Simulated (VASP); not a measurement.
Computed with PBE GGA, VASP's PBE PAW potentials (set 64) (plane waves; VASP).

A VASP calculation is set up with these files.

### INCAR
```
# general
SYSTEM =La2O3
PREC   =Accurate
ENCUT  =620
LREAL  =.FALSE.
LASPH  =.TRUE.

# electronic loop
EDIFF  =1E-6
NELM   =100
ALGO   =Normal
LMAXMIX=6

# smearing
ISMEAR =0
SIGMA  =0.05

# functional
GGA    =PE

# ions
IBRION =2
NSW    =40
ISIF   =3
EDIFFG =-0.02
PSTRESS=300

# output
LWAVE  =.FALSE.
LCHARG =.FALSE.
```

### POSCAR
```
La2O3
1
    1.9252452494    -3.3346221683     0.0000000000
    1.9252452494     3.3346221683     0.0000000000
    0.0000000000     0.0000000000     5.6036825180
La O
2 3
Direct
  0.3333330000   0.6666670000   0.2356365404
  0.6666670000   0.3333330000   0.7643634596
  0.0000000000   0.0000000000   0.0000000000
  0.3333330000   0.6666670000   0.6540333910
  0.6666670000   0.3333330000   0.3459666090
```

### KPOINTS
```
Automatic mesh
0
Gamma
7 7 4
0 0 0
```

POTCAR, in this order: La O (PBE.64 set). Program: vasp_std.

What VASP printed:

File OSZICAR:
```
...
DAV:   7    -0.407478913149E+02   -0.79234E-04   -0.36032E-03  2400   0.741E-01    0.684E-02
DAV:   8    -0.407478888163E+02    0.24986E-05   -0.87142E-04  2320   0.381E-01    0.278E-02
DAV:   9    -0.407478870646E+02    0.17517E-05   -0.10514E-04  2560   0.880E-02    0.121E-02
DAV:  10    -0.407478828405E+02    0.42240E-05   -0.19041E-05  2224   0.485E-02    0.197E-03
DAV:  11    -0.407478830506E+02   -0.21007E-06   -0.10999E-06  1328   0.119E-02
   3 F= -.27824435E+02 E0= -.27824435E+02  d E =-.968980E-01
       N       E                     dE             d eps       ncg     rms          rms(c)
DAV:   1    -0.407332703294E+02    0.14613E-01   -0.87906E-03  1880   0.847E-01    0.119E-01
DAV:   2    -0.407330502840E+02    0.22005E-03   -0.11148E-03  2360   0.271E-01    0.382E-02
DAV:   3    -0.407330063771E+02    0.43907E-04   -0.12893E-04  2184   0.147E-01    0.134E-02
DAV:   4    -0.407330029651E+02    0.34119E-05   -0.40848E-05  2512   0.672E-02    0.416E-03
DAV:   5    -0.407330038702E+02   -0.90504E-06   -0.28281E-06  1768   0.185E-02
   4 F= -.27824522E+02 E0= -.27824522E+02  d E =-.969845E-01
       N       E                     dE             d eps       ncg     rms          rms(c)
DAV:   1    -0.407007806665E+02    0.32222E-01   -0.18902E+00  2400   0.173E+01    0.700E-01
DAV:   2    -0.406984804732E+02    0.23002E-02   -0.99248E-02  2232   0.243E+00    0.357E-01
DAV:   3    -0.406960611484E+02    0.24193E-02   -0.11363E-02  2616   0.122E+00    0.157E-01
DAV:   4    -0.406957178049E+02    0.34334E-03   -0.18458E-03  2632   0.459E-01    0.717E-02
DAV:   5    -0.406957530504E+02   -0.35245E-04   -0.75606E-04  2488   0.214E-01    0.383E-02
DAV:   6    -0.406957571471E+02   -0.40968E-05   -0.34351E-04  2216   0.153E-01    0.227E-02
DAV:   7    -0.406957548586E+02    0.22886E-05   -0.62658E-05  2424   0.765E-02    0.742E-03
DAV:   8    -0.406957549418E+02   -0.83210E-07   -0.15690E-05  2112   0.324E-02    0.299E-03
DAV:   9    -0.406957550674E+02   -0.12565E-06   -0.79333E-07  1248   0.120E-02
   5 F= -.27834873E+02 E0= -.27834873E+02  d E =-.103515E-01
       N       E                     dE             d eps       ncg     rms          rms(c)
DAV:   1    -0.406810761373E+02    0.14679E-01   -0.21069E-01  2424   0.584E+00    0.234E-01
DAV:   2    -0.406807869315E+02    0.28921E-03   -0.10929E-02  2240   0.814E-01    0.119E-01
DAV:   3    -0.406805165733E+02    0.27036E-03   -0.12292E-03  2672   0.405E-01    0.526E-02
DAV:   4    -0.406804769185E+02    0.39655E-04   -0.20129E-04  2632   0.153E-01    0.236E-02
DAV:   5    -0.406804822612E+02   -0.53427E-05   -0.78813E-05  2536   0.695E-02    0.127E-02
DAV:   6    -0.406804832006E+02   -0.93944E-06   -0.34199E-05  2208   0.486E-02    0.723E-03
DAV:   7    -0.406804836341E+02   -0.43344E-06   -0.45724E-06  1504   0.236E-02
   6 F= -.27835579E+02 E0= -.27835579E+02  d E =-.110574E-01
       N       E                     dE             d eps       ncg     rms          rms(c)
DAV:   1    -0.406763987291E+02    0.40845E-02   -0.10046E+00  2144   0.167E+01    0.600E-01
DAV:   2    -0.406720440419E+02    0.43547E-02   -0.42484E-02  2296   0.214E+00    0.338E-01
DAV:   3    -0.406690616153E+02    0.29824E-02   -0.10368E-02  2656   0.124E+00    0.815E-02
DAV:   4    -0.406690227924E+02    0.38823E-04   -0.90490E-04  2088   0.249E-01    0.447E-02
DAV:   5    -0.406690323665E+02   -0.95742E-05   -0.12036E-04  2296   0.105E-01    0.250E-02
DAV:   6    -0.406690352837E+02   -0.29172E-05   -0.36936E-05  2376   0.573E-02    0.841E-03
DAV:   7    -0.406690352957E+02   -0.11944E-07   -0.84053E-06  2024   0.272E-02
   7 F= -.27839305E+02 E0= -.27839305E+02  d E =-.372607E-02
       N       E                     dE             d eps       ncg     rms          rms(c)
DAV:   1    -0.406619544025E+02    0.70809E-02   -0.52656E-01  2120   0.121E+01    0.435E-01
DAV:   2    -0.406599227852E+02    0.20316E-02   -0.24753E-02  2320   0.165E+00    0.247E-01
DAV:   3    -0.406583491848E+02    0.15736E-02   -0.58962E-03  2648   0.917E-01    0.654E-02
DAV:   4    -0.406583129947E+02    0.36190E-04   -0.55828E-04  2136   0.195E-01    0.347E-02
DAV:   5    -0.406583184895E+02   -0.54948E-05   -0.86263E-05  2256   0.819E-02    0.193E-02
DAV:   6    -0.406583197813E+02   -0.12918E-05   -0.20399E-05  2288   0.434E-02    0.710E-03
DAV:   7    -0.406583203270E+02   -0.54573E-06   -0.52945E-06  1720   0.216E-02
   8 F= -.27840012E+02 E0= -.27840012E+02  d E =-.443300E-02
       N       E                     dE             d eps       ncg     rms          rms(c)
DAV:   1    -0.406556874869E+02    0.26323E-02   -0.13607E+00  1792   0.115E+01    0.272E-01
DAV:   2    -0.406626070468E+02   -0.69196E-02   -0.81732E-02  2224   0.320E+00    0.171E-01
DAV:   3    -0.406621284455E+02    0.47860E-03   -0.22025E-03  2320   0.503E-01    0.106E-01
DAV:   4    -0.406618797341E+02    0.24871E-03   -0.17558E-03  2680   0.408E-01    0.315E-02
DAV:   5    -0.406618767694E+02    0.29648E-05   -0.23178E-04  2000   0.124E-01    0.237E-02
DAV:   6    -0.406618723872E+02    0.43821E-05   -0.77950E-05  2392   0.739E-02    0.106E-02
DAV:   7    -0.406618719056E+02    0.48168E-06   -0.11600E-05  2192   0.295E-02    0.437E-03
DAV:   8    -0.406618721199E+02   -0.21438E-06   -0.26524E-06  1304   0.171E-02
   9 F= -.27842171E+02 E0= -.27842171E+02  d E =-.215899E-02
       N       E                     dE             d eps       ncg     rms          rms(c)
DAV:   1    -0.406602764369E+02    0.15955E-02   -0.62495E-01  1792   0.781E+00    0.184E-01
DAV:   2    -0.406634516749E+02   -0.31752E-02   -0.37578E-02  2208   0.217E+00    0.116E-01
DAV:   3    -0.406632288326E+02    0.22284E-03   -0.10332E-03  2328   0.347E-01    0.721E-02
DAV:   4    -0.406631130641E+02    0.11577E-03   -0.83017E-04  2680   0.279E-01    0.225E-02
DAV:   5    -0.406631109777E+02    0.20864E-05   -0.10956E-04  1960   0.855E-02    0.169E-02
DAV:   6    -0.406631086702E+02    0.23075E-05   -0.40291E-05  2360   0.526E-02    0.724E-03
DAV:   7    -0.406631084994E+02    0.17088E-06   -0.52671E-06  1872   0.203E-02
  10 F= -.27842535E+02 E0= -.27842535E+02  d E =-.252261E-02
       N       E                     dE             d eps       ncg     rms          rms(c)
DAV:   1    -0.406058496408E+02    0.57259E-01   -0.26172E-01  1872   0.437E+00    0.477E-01
DAV:   2    -0.406026017418E+02    0.32479E-02   -0.20881E-02  2352   0.134E+00    0.164E-01
DAV:   3    -0.406018507525E+02    0.75099E-03   -0.22327E-03  2200   0.620E-01    0.556E-02
DAV:   4    -0.406017879813E+02    0.62771E-04   -0.68580E-04  2576   0.267E-01    0.184E-02
DAV:   5    -0.406017944261E+02   -0.64448E-05   -0.59542E-05  2512   0.749E-02    0.120E-02
DAV:   6    -0.406018001726E+02   -0.57464E-05   -0.43163E-06  1712   0.280E-02    0.711E-03
DAV:   7    -0.406018064906E+02   -0.63180E-05   -0.36561E-06  1496   0.311E-02    0.159E-03
DAV:   8    -0.406018059522E+02    0.53838E-06   -0.93235E-07  1304   0.240E-02
  11 F= -.27841872E+02 E0= -.27841872E+02  d E =0.662922E-03
       N       E                     dE             d eps       ncg     rms          rms(c)
DAV:   1    -0.406488461078E+02   -0.47040E-01   -0.13858E-01  1848   0.318E+00    0.345E-01
DAV:   2    -0.406471509755E+02    0.16951E-02   -0.11106E-02  2392   0.986E-01    0.121E-01
DAV:   3    -0.406467488197E+02    0.40216E-03   -0.12021E-03  2176   0.459E-01    0.401E-02
DAV:   4    -0.406467119322E+02    0.36887E-04   -0.35552E-04  2568   0.191E-01    0.129E-02
DAV:   5    -0.406467118021E+02    0.13006E-06   -0.30003E-05  2512   0.541E-02    0.850E-03
DAV:   6    -0.406467107651E+02    0.10370E-05   -0.17234E-06  1456   0.199E-02    0.481E-03
DAV:   7    -0.406467082778E+02    0.24873E-05   -0.15524E-06  1368   0.237E-02    0.983E-04
DAV:   8    -0.406467086391E+02   -0.36125E-06   -0.54048E-07  1176   0.188E-02
  12 F= -.27842645E+02 E0= -.27842645E+02  d E =-.110056E-03
```

OUTCAR:
```
------------------------ aborting loop because EDIFF is reached ----------------------------------------
  FORCE on cell =-STRESS in cart. coord.  units (eV):
  Direction    XX          YY          ZZ          XY          YZ          ZX
  --------------------------------------------------------------------------------------
  Total       12.7970063     12.7969943     12.8466756     -0.0000000      0.0000000     -0.0000000
  in kB      299.8346454    299.8343649    300.9984012     -0.0000000      0.0000000     -0.0000000
  external PRESSURE =       0.2224705 kB  Pullay stress =     300.0000000 kB
  volume of cell :       68.38
      direct lattice vectors                 reciprocal lattice vectors
     1.913676773 -3.314583850  0.000000000     0.261277143 -0.150848499 -0.000000000
     1.913676773  3.314583850 -0.000000000     0.261277143  0.150848499  0.000000000
    -0.000000000 -0.000000000  5.390258096     0.000000000  0.000000000  0.185519873
 POSITION                                       TOTAL-FORCE (eV/Angst)
 -----------------------------------------------------------------------------------
      1.91368      1.10486      1.24517         0.000000      0.000000      0.006984
      1.91368     -1.10486      4.14509        -0.000000     -0.000000     -0.006984
      0.00000     -0.00000      0.00000         0.000000     -0.000000      0.000000
      1.91368      1.10486      3.54775        -0.000000      0.000000      0.002947
      1.91368     -1.10486      1.84251        -0.000000     -0.000000     -0.002947
 -----------------------------------------------------------------------------------
    total drift:                                0.000000     -0.000000      0.000000
  FREE ENERGIE OF THE ION-ELECTRON SYSTEM (eV)
  ---------------------------------------------------
  free  energy   TOTEN  =       -40.6467086391 eV

  energy  without entropy=      -40.6467086391  energy(sigma->0) =      -40.64670864
  enthalpy is  TOTEN    =       -27.8426449972 eV   P V=       12.8040636419

 reached required accuracy - stopping structural energy minimisation
```
(Selected blocks of OUTCAR.)

**CONTCAR**
```
La2O3
   1.00000000000000
     1.9136767728091197   -3.3145838495070796    0.0000000000000000
     1.9136767728091197    3.3145838495070796   -0.0000000000000000
    -0.0000000000000000   -0.0000000000000000    5.3902580961495383
  La              O
     2     3
Direct
     0.3333330000000032    0.6666669999999968    0.2310043387931712
     0.6666669999999968    0.3333330000000032    0.7689956612068287
     0.0000000000000000    0.0000000000000000    0.0000000000000000
     0.3333330000000032    0.6666669999999968    0.6581782148895211
     0.6666669999999968    0.3333330000000032    0.3418217851104788
```

Energy and stress use the plane-wave basis of the starting cell.

The compound is La2O3 in the a-type structure. This run relaxes it under an external pressure of 30 GPa. Symmetry was kept, so distortions that lower it aren't found.
